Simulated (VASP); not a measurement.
Calculation: optB86b-vdW, VASP's PBE PAW potentials (set 64) (plane waves; VASP 6.6.1).

A VASP calculation is set up with these files.

INCAR:
```
SYSTEM = RuAl
PREC = Accurate
ENCUT = 520
EDIFF = 1E-7
NELM = 100
ALGO = Normal
LREAL = .FALSE.
LASPH = .TRUE.
ISMEAR = 0
SIGMA = 0.05
GGA = MK
PARAM1 = 0.1234
PARAM2 = 1.0
LUSE_VDW = .TRUE.
AGGAC = 0.0
LMAXMIX = 4
LWAVE = .FALSE.
LCHARG = .FALSE.
LORBIT = 11
ICHARG = 11
```

### POSCAR
```
RuAl
1.0
  2.9900000000   0.0000000000   0.0000000000
  0.0000000000   2.9900000000   0.0000000000
  0.0000000000   0.0000000000   2.9900000000
Al Ru
1 1
Cart
  1.4950000000   1.4950000000   1.4950000000
  0.0000000000   0.0000000000   0.0000000000
```

File KPOINTS:
```
k-points along high-symmetry lines
15
Line-mode
Reciprocal
  0.000000   0.000000   0.000000 ! GAMMA
  0.000000   0.500000   0.000000 ! X

  0.000000   0.500000   0.000000 ! X
  0.500000   0.500000   0.000000 ! M

  0.500000   0.500000   0.000000 ! M
  0.000000   0.000000   0.000000 ! GAMMA

  0.000000   0.000000   0.000000 ! GAMMA
  0.500000   0.500000   0.500000 ! R

  0.500000   0.500000   0.500000 ! R
  0.000000   0.500000   0.000000 ! X

  0.500000   0.500000   0.500000 ! R
  0.500000   0.500000   0.000000 ! M
```

POTCAR, in this order: Al Ru_pv (PBE.64 set). Program: vasp_std. Read from the step before: CHGCAR.

The resulting files:

### OUTCAR
```
 ion  position               nearest neighbor table
   1  0.500  0.500  0.500-   2 2.59   2 2.59   2 2.59   2 2.59   2 2.59   2 2.59   2 2.59   2 2.59
  LATTYP: Found a simple cubic cell.
 ALAT       =     2.9900000000
 Subroutine PRICEL returns:
 Original cell was already a primitive cell.
 Subroutine GETGRP returns: Found 48 space group operations
The static configuration has the point symmetry O_h .
The dynamic configuration has the point symmetry O_h .
 Subroutine INISYM returns: Found 48 space group operations
   k-points           NKPTS =     90   k-points in BZ     NKDIM =     90   number of bands    NBANDS=     12
   number of dos      NEDOS =    301   number of ions     NIONS =      2
   total plane-waves  NPLWV =  13824
   dimension x,y,z NGX =    24 NGY =   24 NGZ =   24
   dimension x,y,z NGXF=    48 NGYF=   48 NGZF=   48
   ions per type =               1   1
   PREC   = accura    normal or accurate (medium, high low for compatibility)
   ISTART =      0    job   : 0-new  1-cont  2-samecut
   ICHARG =     11    charge: 1-file 2-atom 10-const
   ISPIN  =      1    spin polarized calculation?
   LNONCOLLINEAR =      F non collinear calculations
   LSORBIT =      F    spin-orbit coupling
   INIWAV =      1    electr: 0-lowe 1-rand  2-diag
   ENCUT  =  520.0 eV  38.22 Ry    6.18 a.u.   5.56  5.56  5.56*2*pi/ulx,y,z
   NELM   =    100;   NELMIN=  2; NELMDL= -5     # of ELM steps
   EDIFF  = 0.1E-06   stopping-criterion for ELM
   LREAL  =      F    real-space projection
   NLSPLINE    = F    spline interpolate recip. space projectors
   LMAXMIX     =    4 max onsite mixed and CHGCAR
   VOSKOWN=      0    Vosko Wilk Nusair interpolation
   EDIFFG = 0.1E-05   stopping-criterion for IOM
   NSW    =      0    number of steps for IOM
   NBLOCK =      1;   KBLOCK =      1    inner block; outer block
   IBRION =     -1    ionic relax: 0-MD 1-quasi-New 2-CG
   NFREE  =      0    steps in history (QN), initial steepest desc. (CG)
   ISIF   =      2    stress and relaxation
   ISYM   =      2    0-nonsym 1-usesym 2-fastsym
   TEIN   =    0.0    initial temperature
   TEBEG  =    0.0;   TEEND  =   0.0 temperature during run
   SMASS  =  -3.00    Nose mass-parameter (am)
   PSTRESS=    0.0 pullay stress
   NELECT =      17.0000    total number of electrons
   EFERMI =   0.00;   METHOD = LEGACY
   ISMEAR =     0;   SIGMA  =   0.05  broadening in eV -4-tet -1-fermi 0-gaus
   IALGO  =     38    algorithm
   LDIAG  =      T    sub-space diagonalisation (order eigenvalues)
   IMIX   =      4    mixing-type and parameters
     AMIX     =   0.40;   BMIX     =  1.00
     AMIX_MAG =   1.60;   BMIX_MAG =  1.00
     AMIN     =   0.10
   GGA     = MK    functional components
   VOSKOWN =     0    Vosko Wilk Nusair interpolation
   LHFCALC =     F    Hartree Fock is set to
   LHFONE  =     F    Hartree Fock one center treatment
   AEXX    =    0.0000 exact exchange contribution
   LUSE_VDW   =     T    switch on vdW DFT
   IVDW    =     0    specifies the selected vdW correction
   LEPSILON=     F    determine dielectric tensor
   LRPA    =     F    only Hartree local field effects (RPA)
  energy-cutoff  :      520.00
  volume of cell :       26.73
      direct lattice vectors                 reciprocal lattice vectors
     2.990000000  0.000000000  0.000000000     0.334448161  0.000000000  0.000000000
     0.000000000  2.990000000  0.000000000     0.000000000  0.334448161  0.000000000
     0.000000000  0.000000000  2.990000000     0.000000000  0.000000000  0.334448161
 k-point     1 :   0.0000 0.0000 0.0000  plane waves:     739
 k-point     2 :   0.0000 0.0357 0.0000  plane waves:     739
 k-point     3 :   0.0000 0.0714 0.0000  plane waves:     739
 k-point     4 :   0.0000 0.1071 0.0000  plane waves:     731
 k-point     5 :   0.0000 0.1429 0.0000  plane waves:     735
 k-point     6 :   0.0000 0.1786 0.0000  plane waves:     735
 k-point     7 :   0.0000 0.2143 0.0000  plane waves:     735
 k-point     8 :   0.0000 0.2500 0.0000  plane waves:     719
 k-point     9 :   0.0000 0.2857 0.0000  plane waves:     727
 k-point    10 :   0.0000 0.3214 0.0000  plane waves:     723
...
```

OSZICAR:
```
       N       E                     dE             d eps       ncg     rms          rms(c)
DAV:   1     0.119796209040E+03    0.11980E+03   -0.95468E+03  2184   0.133E+03
DAV:   2    -0.707498492491E+01   -0.12687E+03   -0.12094E+03  2340   0.347E+02
DAV:   3    -0.939705015119E+01   -0.23221E+01   -0.23047E+01  2596   0.483E+01
DAV:   4    -0.942315693617E+01   -0.26107E-01   -0.25995E-01  2504   0.492E+00
DAV:   5    -0.942390645009E+01   -0.74951E-03   -0.74944E-03  2916   0.662E-01
DAV:   6    -0.942392426807E+01   -0.17818E-04   -0.17816E-04  2748   0.773E-02
DAV:   7    -0.942392448300E+01   -0.21493E-06   -0.21560E-06  2796   0.754E-03
DAV:   8    -0.942392448440E+01   -0.14015E-08   -0.24759E-08  1680   0.756E-04
   1 F= -.94239245E+01 E0= -.94233908E+01  d E =-.106730E-02
```

### OUTCAR
```
 val. band max:       11.5216618864   @ k =   0.3929   0.5000   0.3929

 cond. band min:      11.6486723516   @ k =   0.4286   0.4286   0.4286



 k-point     1 :       0.0000    0.0000    0.0000
  band No.  band energies     occupation
      1     -31.0545      2.00000
      2     -31.0545      2.00000
      3     -31.0545      2.00000
      4       1.0106      2.00000
      5       7.1106      2.00000
      6       7.1106      2.00000
      7      10.8448      2.00000
      8      10.8448      2.00000
      9      10.8448      2.00000
     10      16.7616      0.00000
     11      16.7616      0.00000
     12      16.7616      0.00000

 k-point     2 :       0.0000    0.0357    0.0000
  band No.  band energies     occupation
      1     -31.0572      2.00000
      2     -31.0543      2.00000
      3     -31.0543      2.00000
      4       1.0352      2.00000
      5       7.1192      2.00000
      6       7.1197      2.00000
      7      10.8129      2.00000
      8      10.8129      2.00000
      9      10.8479      2.00000
     10      16.6305      0.00000
     11      16.8122      0.00000
     12      16.8122      0.00000

 k-point     3 :       0.0000    0.0714    0.0000
  band No.  band energies     occupation
      1     -31.0651      2.00000
      2     -31.0537      2.00000
      3     -31.0537      2.00000
      4       1.1090      2.00000
      5       7.1450      2.00000
      6       7.1454      2.00000
      7      10.7212      2.00000
      8      10.7212      2.00000
      9      10.8569      2.00000
     10      16.2797      0.00000
     11      16.9598      0.00000
     12      16.9598      0.00000

 k-point     4 :       0.0000    0.1071    0.0000
  band No.  band energies     occupation
      1     -31.0778      2.00000
      2     -31.0526      2.00000
      3     -31.0526      2.00000
      4       1.2308      2.00000
      5       7.1825      2.00000
      6       7.1870      2.00000
      7      10.5809      2.00000
...
```

The density is held fixed in this step, so its total energy and stress have no physical meaning.

The compound is RuAl in the CsCl type structure. The cell was not relaxed at this level. The electron count is odd and the run is not spin-polarised, which forces a metal.
